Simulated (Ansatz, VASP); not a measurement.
## MgS (Niningerite): VASP beside Ansatz

Aim: how closely do two programs agree when they are given the same cell, functional and k mesh?

Program: Ansatz 0.2.0. Level of theory: plane waves, with VASP 6.6.1 beside it; single point at HSE06. Results are calculated unless marked as measured.

## 1. Set-up

It takes space group Fm-3m (No. 225, cubic). The conventional cell has a = 5.151 Å, b = 5.151 Å, c = 5.151 Å, α = 90.00°, β = 90.00°, γ = 90.00°. S has 6 Mg at 2.58 Å nearest. Nearest to Mg lie 6 S at 2.58 Å. Farther neighbours and most contacts between anions are not listed.

## 2. Ansatz: single point, HSE06

Ansatz runs on its default PAW (the set named soft_2) files.

A single point gives forces, pressure and levels at one fixed geometry, so differences don't come from the geometry; what else differs is listed under the comparison.

input.yaml reads:

```yaml
crystal:
  lattice:
    - [0.0, 2.5753689102, 2.5753689102]
    - [2.5753689102, 0.0, 2.5753689102]
    - [2.5753689102, 2.5753689102, 0.0]
  atoms:
    - { symbol: S, position: [0.5, 0.5, 0.5] }
    - { symbol: Mg, position: [0.0, 0.0, 0.0] }
hamiltonian:
  xc: { exchange: pbe, correlation: pbe, exx: { coeff: 0.25, omega: 0.2 } }
  pseudopotentials: { kind: paw }
kpoints:
  mp_grid: { grid: [4, 4, 4] }
scf:
  occupations: { method: gaussian, width: 0.05 }
  n_extra_bands: 4
output:
  forces: true
  stress: true
  eigenvalues: true
```

Started as:

```
$ ansatz run input.yaml --threads 4 --pin off --max-ram 9216MiB --backend cpu --events-out ev --progress --plain --runs-dir out
```

Numbers of over 12 decimals in the logs are rounded to 6 here.

The program printed:

```text
Warning: output.stress: scf.convergence.dr2_threshold = 1e-7 eV (the SCF's general default) is looser than the 2e-10 eV advised for a printed stress (1e-10 eV for each atom of the cell: 2). What an SCF threshold leaves in a stress goes as its square root, and in the free energy as the threshold itself, and one threshold admits the most on a small cell: [figures from the program's tests cut] Set scf.convergence.dr2_threshold to 2e-10 eV or tighter. The threshold is an SCF's pass mark: one that does not reach it within its budget of iterations ends unconverged, or closes short of it on a stop that the run arms, and scf.convergence.dr2_threshold's page says what that costs each kind of run
Warning: output.stress: scf.exx.energy_threshold = 1e-6 eV is looser than the 2e-8 eV advised for a stress under a hybrid functional (1e-8 eV for each atom of the cell: 2). Every SCF of the exchange loop can meet its threshold on dr2 while the loop round them stops early: no threshold on dr2 bounds what that leaves in the stress. Set scf.exx.energy_threshold to 2e-8 eV or tighter. The threshold is the loop's pass mark: a loop that does not reach it within its budget of cycles ends unconverged, and scf.exx.energy_threshold's page has the law
scf.n_extra_bands = 4 over 8 filled bands (N_el = 16.0): the run solves 12 bands
Engine: ansatz 0.2.0, aarch64-unknown-linux-gnu
Pseudopotentials: kind: paw
Pseudopotential: S, paw, valence charge 6, recommended cutoff 420 eV (normal), S.paw.azcp
Pseudopotential: Mg, paw, valence charge 10, recommended cutoff 420 eV (normal), Mg.paw.azcp
Functional definition: unnamed
  parameter a_1 = 0.25
  parameter omega_1 = 0.2/angstrom
  exchange = pbe_x + (-a_1)*pbe_x_sr(omega_1) + a_1*exact_x_sr(omega_1)
  correlation = pbe_c
Crystal: 2 atoms, lattice volume = 34.162 Å³
Basis set: ecut = 420 eV, 645 PW (Γ), exchange–correlation on 50×50×50 points (8 copies of the dense FFT grid, shifted against one another)
Bands: 12, of which v1, the nominal top of the filled ones, is band 8 counted from 1 (7 counted from 0)
Symmetry: 48 space group operations
Space group: Fm-3m (ITA 225), of the structure as read, at distance tolerance 3.2e-5 Å
k-points: 8 of 64
Non-local potential: S, projectors of the file, l = 0: 2, l = 1: 2, l = 2: 2
Non-local potential: Mg, projectors of the file, l = 0: 3, l = 1: 2, l = 2: 1
PAW form: soft (Blöchl's): semilocal exchange-correlation on the pseudo side does not see the compensation charge
PAW frozen core: S, regenerated for the run's functional, and the local potential with it (the file was generated under x = pbe(κ = 0.804, μ = 0.219515), c = pbe(β = 0.066725))
PAW frozen core: Mg, regenerated for the run's functional, and the local potential with it (the file was generated under x = pbe(κ = 0.804, μ = 0.219515), c = pbe(β = 0.066725))
PAW one-centre angular grid: S, 110 points (default); XC on 64 Gauss nodes
PAW one-centre angular grid: Mg, 110 points (default); XC on 96 Gauss nodes
Initial density: superposition of atomic densities (neutral atoms: chi_scale 0, normalization atom), corrected by the library's trained network
Initial wavefunctions: pseudopotential atomic-orbital guess
Functional: x = pbe(κ = 0.804, μ = 0.219515), c = pbe(β = 0.066725), warm-up for x = pbe(κ = 0.804, μ = 0.219515) + 0.25 (exact − pbe) at short range (hse, ω = 0.2 Å⁻¹), c = pbe(β = 0.066725)
SCF iter   1: F=—  HF=-2828.677535 eV  |F-HF|=—  |Δ(HF+E_count)|=         —  Δρ=5.02e-4  dr2=1.25e-4  ethr=1.77e-3  ⟨swp⟩=2.0  Hψ=678  notcnv=0
preconditioner: auto → none  [insulator: Δε(μ)=2.834 eV  Ē_g=11.902 eV  σ=0.050 eV  W_gap=1.00  n_scr=8 (ndim 8)  ℏωp=18.0 eV  f_vac=0.000  D(μ)=0.00/eV (n_scr^D=0)]
iter 2 solved again at ethr=4.17e-8 eV; its pass at ethr=7.83e-7 eV (dr2=6.68e-6 eV) is discarded
SCF iter   2: F=-2828.677288 eV  HF=-2828.677255 eV  |F-HF|=3.32e-5  |Δ(HF+E_count)|=   2.80e-4  Δρ=1.95e-4  dr2=6.69e-6  ethr=4.17e-8  ⟨swp⟩=2.8  Hψ=389  notcnv=0  defer=1
SCF 1 stopped early in 2 iterations: F = -2828.677288 eV  dr2 = 6.69e-6
  greatest PAW one-centre occupation: 1.000 electrons in one spin orbital (limit 2), on the Mg atom at site 1 (counted from 0), in its partial waves of l = 0
Initial density: handed on by an earlier stage of this run
Initial wavefunctions: those handed on with the density
Functional: x = pbe(κ = 0.804, μ = 0.219515) + 0.25 (exact − pbe) at short range (hse, ω = 0.2 Å⁻¹), c = pbe(β = 0.066725)
Exchange kernel: α = 0.2500, screened, ω = 0.2000 Å⁻¹, Wigner–Seitz truncation, v(0) = 1081.2455 eV·Å³, q-mesh 4×4×4, nearest image of the exchange supercell L = 14.57 Å, pair-density grid 15×15×15, without the augmentation charges, whose exchange is taken in its separable form by FFT convolution over the k-point mesh (sized by the pseudopotential files, 20×20×20 at the most), smooth part of the exact exchange by density-matrix convolution
Frozen-core exchange: fock
SCF iter   1: F=—  HF=-2829.724546 eV  |F-HF|=—  |Δ(HF+E_count)|=         —  Δρ=4.15e-3  dr2=2.80e-3  ethr=4.18e-7  ⟨swp⟩=7.0  Hψ=481  notcnv=0
preconditioner: auto → none  [insulator: Δε(μ)=3.861 eV  Ē_g=13.570 eV  σ=0.050 eV  W_gap=1.00  n_scr=8 (ndim 8)  ℏωp=18.0 eV  f_vac=0.000  D(μ)=0.00/eV (n_scr^D=0)]
SCF iter   2: F=—  HF=-2829.722960 eV  |F-HF|=—  |Δ(HF+E_count)|=   1.59e-3  Δρ=1.58e-3  dr2=7.14e-4  ethr=4.18e-7  ⟨swp⟩=3.9  Hψ=238  notcnv=0
SCF iter   3: F=—  HF=-2829.722806 eV  |F-HF|=—  |Δ(HF+E_count)|=   1.54e-4  Δρ=2.13e-4  dr2=2.00e-4  ethr=4.18e-7  ⟨swp⟩=3.0  Hψ=224  notcnv=0
SCF iter   4: F=—  HF=-2829.724846 eV  |F-HF|=—  |Δ(HF+E_count)|=   2.04e-3  Δρ=3.52e-4  dr2=2.97e-5  ethr=5.83e-8  ⟨swp⟩=4.0  Hψ=307  notcnv=0
SCF iter   5: F=-2829.724833 eV  HF=-2829.724833 eV  |F-HF|=6.95e-7  |Δ(HF+E_count)|=   1.31e-5  Δρ=4.39e-5  dr2=2.13e-6  ethr=5.83e-8  ⟨swp⟩=3.0  Hψ=220  notcnv=0
SCF 2 stopped early in 5 iterations: F = -2829.724833 eV  dr2 = 2.13e-6
hybrid outer 1: dexx = +2.132e-3 eV, tail = 2.53e-5 eV
Exchange kernel: α = 0.2500, screened, ω = 0.2000 Å⁻¹, Wigner–Seitz truncation, v(0) = 1081.2455 eV·Å³, q-mesh 4×4×4, nearest image of the exchange supercell L = 14.57 Å, pair-density grid 15×15×15, without the augmentation charges, whose exchange is taken in its separable form by FFT convolution over the k-point mesh (sized by the pseudopotential files, 20×20×20 at the most), smooth part of the exact exchange by density-matrix convolution
Frozen-core exchange: fock
SCF iter   1: F=—  HF=-2829.724802 eV  |F-HF|=—  |Δ(HF+E_count)|=         —  Δρ=3.10e-5  dr2=7.78e-7  ethr=7.90e-7  ⟨swp⟩=3.9  Hψ=227  notcnv=0
preconditioner: auto → none  [insulator: Δε(μ)=3.896 eV  Ē_g=13.582 eV  σ=0.050 eV  W_gap=1.00  n_scr=8 (ndim 8)  ℏωp=18.0 eV  f_vac=0.000  D(μ)=0.00/eV (n_scr^D=0)]
SCF iter   2: F=—  HF=-2829.724802 eV  |F-HF|=—  |Δ(HF+E_count)|=   9.13e-8  Δρ=7.03e-6  dr2=4.40e-8  ethr=3.76e-9  ⟨swp⟩=3.1  Hψ=206  notcnv=0
SCF iter   3: F=-2829.724802 eV  HF=-2829.724802 eV  |F-HF|=6.96e-9  |Δ(HF+E_count)|=   2.18e-7  Δρ=3.84e-6  dr2=8.36e-9  ethr=9.01e-11  ⟨swp⟩=4.0  Hψ=261  notcnv=0
SCF 3 converged in 3 iterations: F = -2829.724802 eV  dr2 = 8.36e-9
  Residual-converged pass: ⟨swp⟩=3.0  Hψ=181  notcnv=0  max |occ|·‖R‖ = 2.4e-6 eV (tolerance 2.4e-6 eV)  dr2=8.30e-9  dr2_onsite=4.31e-10  max |Δocc| = 0.0e0
hybrid outer 2: dexx = +2.677e-7 eV, tail = 2.59e-8 eV, Δε = 1.91e-3 eV (about 1.15e-4 eV left of the loop's levels)
hybrid SCF converged: 2 outer / 8 inner (+2 warm-up), last move |dexx| = 2.68e-7 eV, tail = 2.59e-8 eV
Stability not checked: this state was not tested for a lower state beside it, because the functional holds exact exchange (a hybrid, or Hartree-Fock), whose exchange loop this test does not read (fock_operator; see scf.lower_state_search)
Free energy (F): -2829.724802 eV
Frozen-core exchange: fock
Harris-Foulkes:  -2829.724802 eV  (|F-HF|=6.96e-9)
Internal energy: -2829.724802 eV  (E = F + TS)
E sigma→0 (E₀):  -2829.724802 eV
Fermi energy:    8.034382 eV
--- Per-component energies (eV) ---
  E_band       = -368.786836
  E_kinetic    = 186.218346
  E_local      = -1650.643489  (includes V_loc(G=0)·N_el)
  E_nonlocal   = 122.652678
  E_hartree    = 588.321571
  E_xc         = -103.252423
  E_vxc        = -102.637179  (∫ρ·V_xc dr)
  E_exx        = -63.332847  (= α·E_x^exact, valence–valence)
  E_paw        = -855.169188  (= ΣΔE_a)
  E_vpaw       = 25.643908  (= ΣTr[D̂ρ^β])
  E_aug_tail   = 0.000003  (compensation charges beyond the density's cutoff)
  E_ewald      = -1054.391164
  E_core_change = -0.128290  (= ΣΔE_core)
  E_smearing   = -0.000000  (= −TS)
  E_closure    = -0.000000  (closes the sum)
  Σ components = -2829.724802   (vs F -2829.724802, Δ=0.00e0)
--- Forces (eV/Å), atoms counted from 1 ---
  atom   1  S      0.00000000     0.00000000     0.00000000
  atom   2  Mg    -0.00000000     0.00000000     0.00000000
  max |Σ_I F_I| component: 2.10e-30 eV/Å
--- Stress (GPa, compression-positive) ---
        2.494959      -0.000000       0.000000
        0.000000       2.494959       0.000000
        0.000000       0.000000       2.494959
  P = ⅓ Tr σ = 2.4950 GPa (24.950 kbar)
--- Band table (eV; the first three rows and the last of 8) ---
  k-point 0: bands = [... 4 lower, -8.0585, 6.0868, 6.0868, 6.0868, 11.2105, 15.1801, 15.1801, 15.1801]
  k-point 1: bands = [... 4 lower, -7.4085, 2.9853, 5.7148, 5.7148, 12.2753, 15.1547, 15.1547, 15.8924]
  k-point 2: bands = [... 4 lower, -6.5293, 0.6421, 5.4007, 5.4007, 11.7273, 14.2164, 14.2164, 18.1118]
  k-point 7: bands = [... 4 lower, -6.0439, 2.4275, 2.4275, 3.4860, 12.6339, 15.2840, 15.2840, 15.5773]
```

Wall time 2.4 s (4 threads of Arm Neoverse V1, shared host); peak memory 0.46 GiB.

The run ends at a pressure of 2.49 GPa.

## 3. VASP: single point, HSE06

The same cell, functional, mesh and smearing now go to VASP, with its own data sets and cutoff.

Lines of VASP's logs that name or quote its potential files are left out, and so is its time.

The run reads the wave functions of an earlier VASP run, which isn't shown here.

INCAR reads:

```
SYSTEM = MgS
PREC = Accurate
ENCUT = 350
EDIFF = 1E-06
NELM = 100
ISMEAR = 0
SIGMA = 0.05
LREAL = .FALSE.
ALGO = Normal
LHFCALC = .TRUE.
AEXX = 0.25
GGA = PE
HFSCREEN = 0.2
LASPH = .TRUE.
NBANDS = 10
PRECFOCK = Fast
LWAVE = .FALSE.
LCHARG = .FALSE.
KPAR = 8
```

POSCAR reads:

```
MgS
1.0
    0.0000000000      2.5753689102      2.5753689102
    2.5753689102      0.0000000000      2.5753689102
    2.5753689102      2.5753689102      0.0000000000
S Mg
1 1
Direct
    0.5000000000      0.5000000000      0.5000000000
    0.0000000000      0.0000000000      0.0000000000
```

KPOINTS reads:

```
Automatic mesh
0
Gamma
4 4 4
0 0 0
```

PAW data sets: S_GW and Mg_GW (PBE family, release 64).

Started as:

```
$ mpirun -np 8 vasp_std
```

The program printed:

```text
[banner, memory and clock lines left out]
running    8 mpi-ranks, on    1 nodes
 distrk:  each k-point on    1 cores,    8 groups
 distr:  one band on    1 cores,    1 groups

 POSCAR found type information on POSCAR S Mg
 POSCAR found :  2 types and       2 ions
|                                                                             |
|           W    W    AA    RRRRR   N    N  II  N    N   GGGG   !!!           |
|           W    W   A  A   R    R  NN   N  II  NN   N  G    G  !!!           |
|           W    W  A    A  R    R  N N  N  II  N N  N  G       !!!           |
|           W WW W  AAAAAA  RRRRR   N  N N  II  N  N N  G  GGG   !            |
|           WW  WW  A    A  R   R   N   NN  II  N   NN  G    G                |
|           W    W  A    A  R    R  N    N  II  N    N   GGGG   !!!           |
|                                                                             |
|     For optimal performance we recommend to set                             |
|       NCORE = 2 up to number-of-cores-per-socket                            |
|     NCORE specifies how many cores store one orbital (NPAR=cpu/NCORE).      |
|     This setting can greatly improve the performance of VASP for DFT.       |
|     The default, NCORE=1 might be grossly inefficient on modern             |
|     multi-core architectures or massively parallel machines. Do your        |
|     Unfortunately you need to use the default for GW and RPA                |
|     calculations (for HF NCORE is supported but not extensively tested      |
|     yet).                                                                   |
|                                                                             |

 LDA part: xc-table for (Slater+PW92), standard interpolation
 found WAVECAR, reading the header
 POSCAR, INCAR and KPOINTS ok, starting setup
 FFT: planning ... GRIDC
 FFT: planning ... GRID_SOFT
 FFT: planning ... GRID
 reading WAVECAR
 the WAVECAR file was read successfully
 initial charge from wavefunction
 entering main loop
       N       E                     dE             d eps       ncg     rms          rms(c)
DAV:   1    -0.986184714482E+01   -0.98618E+01   -0.18751E-01   174   0.278E+00    0.160E-01
DAV:   2    -0.986300849102E+01   -0.11613E-02   -0.38190E-03   184   0.405E-01    0.119E-01
DAV:   3    -0.986278146643E+01    0.22702E-03   -0.24950E-04   218   0.110E-01    0.751E-02
DAV:   4    -0.986268160588E+01    0.99861E-04   -0.31988E-05   240   0.417E-02    0.458E-02
DAV:   5    -0.986264430638E+01    0.37299E-04   -0.11163E-05   238   0.233E-02    0.272E-02
DAV:   6    -0.986263033973E+01    0.13967E-04   -0.43568E-06   236   0.144E-02    0.161E-02
DAV:   7    -0.986262506550E+01    0.52742E-05   -0.15974E-06   174   0.879E-03    0.956E-03
DAV:   8    -0.986262305323E+01    0.20123E-05   -0.54255E-07    90   0.541E-03    0.573E-03
DAV:   9    -0.986262226763E+01    0.78560E-06   -0.36523E-07    80   0.466E-03
   1 F= -.98626223E+01 E0= -.98626223E+01  d E =-.235060E-14
```

Parts of OUTCAR (step 3):

```text
ion  position               nearest neighbor table
   1  0.500  0.500  0.500-
   2  0.000  0.000  0.000-

  LATTYP: Found a face centered cubic cell.
 ALAT       =     5.1507378204

 Subroutine GETGRP returns: Found 48 space group operations
 (whereof 48 operations were pure point group operations)

The static configuration has the point symmetry O_h .

 Found      8 irreducible k-points:

   k-points           NKPTS =      8   k-points in BZ     NKDIM =     64   number of bands    NBANDS=     10

   dimension x,y,z NGX =    24 NGY =   24 NGZ =   24
   dimension x,y,z NGXF=    48 NGYF=   48 NGZF=   48

   ENCUT  =  350.0 eV  25.72 Ry    5.07 a.u.   5.56  5.56  5.56*2*pi/ulx,y,z

   NELECT =       8.0000    total number of electrons

 k-points in reciprocal lattice and weights: Automatic mesh
   0.00000000  0.00000000  0.00000000       0.016
   0.25000000  0.00000000  0.00000000       0.125
   0.50000000  0.00000000  0.00000000       0.062
   0.25000000  0.25000000  0.00000000       0.094
   0.50000000  0.25000000  0.00000000       0.375
  -0.25000000  0.25000000  0.00000000       0.188
   0.50000000  0.50000000  0.00000000       0.047
  -0.25000000  0.50000000  0.25000000       0.094

  exchange ACFDT corr.  =         0.00000000  see jH, gK, PRB 81, 115126

 average (electrostatic) potential at core
       1 -85.2407       2 -32.3390

 E-fermi :   3.6134

 k-point     1 :       0.0000    0.0000    0.0000
  band No.  band energies     occupation
      1     -10.7942      2.00000
      2       3.3533      2.00000
      3       3.3533      2.00000
      4       3.3533      2.00000
      5       8.4403      0.00000
      6      12.4575      0.00000
      7      12.4575      0.00000
      8      12.4575      0.00000
      9      15.0705      0.00000
    ...

 k-point     2 :       0.2500    0.0000    0.0000
  band No.  band energies     occupation
      1     -10.1489      2.00000
      2       0.2476      2.00000
      3       2.9827      2.00000
      4       2.9827      2.00000
      5       9.5274      0.00000
      6      12.4092      0.00000
      7      12.4092      0.00000
      8      13.1413      0.00000
      9      15.0114      0.00000
    ...

 k-point     3 :       0.5000    0.0000    0.0000
  band No.  band energies     occupation
      1      -9.2760      2.00000
      2      -2.0950      2.00000
      3       2.6701      2.00000
      4       2.6701      2.00000
      5       8.9883      0.00000
      6      11.4612      0.00000
      7      11.4612      0.00000
      8      15.2952      0.00000
      9      17.1043      0.00000
    ...

  energy-cutoff  :      350.00
  volume of cell :       34.16
      direct lattice vectors                 reciprocal lattice vectors
     0.000000000  2.575368910  2.575368910    -0.194146943  0.194146943  0.194146943
     2.575368910  0.000000000  2.575368910     0.194146943 -0.194146943  0.194146943
     2.575368910  2.575368910  0.000000000     0.194146943  0.194146943 -0.194146943

 POSITION                                       TOTAL-FORCE (eV/Angst)
 -----------------------------------------------------------------------------------
      2.57537      2.57537      2.57537         0.000000      0.000000      0.000000
      0.00000      0.00000      0.00000         0.000000      0.000000      0.000000
 -----------------------------------------------------------------------------------
    total drift:                               -0.000356     -0.000615     -0.000586

  FREE ENERGIE OF THE ION-ELECTRON SYSTEM (eV)
  ---------------------------------------------------
  free  energy   TOTEN  =        -9.8626222676 eV

  energy  without entropy=       -9.8626222676  energy(sigma->0) =       -9.86262227

[... 3 further parts left out ...]
```

The k-mesh is coarse for exact exchange; levels may shift by about 0.1 eV on a finer one.

## 4. Side by side

Known differences besides the potentials themselves: exact exchange at q = 0 is treated differently, which shows on coarse meshes; VASP keeps PBE cores, Ansatz makes them for the functional; the data sets hold 16 valence electrons in Ansatz (default PAW (the set named soft_2) files) and 8 in VASP; the cutoff is 420 eV in Ansatz and 350 eV in VASP; VASP takes a coarser grid for exact exchange (PRECFOCK = Fast). Total energies have different zeros and are not compared.

Compared:

```
              quantity  Ansatz   VASP  difference
gap on the k mesh (eV)   3.895  3.854      +0.041
```

A gap on the mesh is an upper bound, since the band edges may lie between its points.

## 5. Outcome

```json
{
  "difference in gap on the k mesh (single point, HSE06)": "0.041 eV"
}
```

In words: The difference in gap on the k mesh is 0.041 eV (single point, HSE06), within the 0.08 eV picked in this series as the mark of a large difference. How closely two codes agree says nothing of how well the functional describes the real material.

[Lines on the potential files, build, host, timing and source positions are cut from VASP's logs without a mark.]

[Logs are printed without paths, hosts, clocks, repeated set-up lines and the standing remarks that a program may print on its own settings, such as how far it seeks lower states.]

[Hosts, paths, dates, database ids (printed as entryN), source tags and the programs' standing remarks are cut or masked in the printed files.]
